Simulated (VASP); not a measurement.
SiC (zinc blende), at 1.04 of the tabulated volume:

```xyz
2
Lattice="0.0000 2.2087 2.2087 2.2087 0.0000 2.2087 2.2087 2.2087 0.0000" Properties=species:S:1:pos:R:3 pbc="T T T"
Si     0.0000     0.0000     0.0000
C      1.1043     1.1043     1.1043
```

The lowest empty band near X, direction along the valley's axis, from mBJ (TB09) with spin-orbit coupling in VASP (PAW); its two spin partners are averaged. The gap over the points computed is 2.37 eV, and the next band on that side lies 2.61 eV away at the edge.

Numerical set-up: 520 eV cut-off, 11×11×11 Γ-centred mesh, Gaussian smearing of 0.050 eV, potentials Si C.

| distance from the edge in k (1/Å) | distance in energy (meV) |
|---|---|
| 0.025 | 3.4 |
| 0.035 | 6.7 |
| 0.050 | 13.7 |
| 0.070 | 26.8 |

Problem. Fit E(1 + αE) = ħ²k²/2m* (ħ²/2m0 = 3.810 eV Å²) and predict the row at 0.095 1/Å.

Solution. The rows don't resolve α, so a parabola serves: the electron mass is m* = 0.696 m0, and so 49.4 meV. The run gave 49.2 meV, -0.2 meV from the fit.

Left out are points under 3 meV from the edge, since the levels carry 0.1 meV, and points farther than half the way to the next band.

The compound is SiC in the zinc blende structure. The cell was not relaxed at this level.
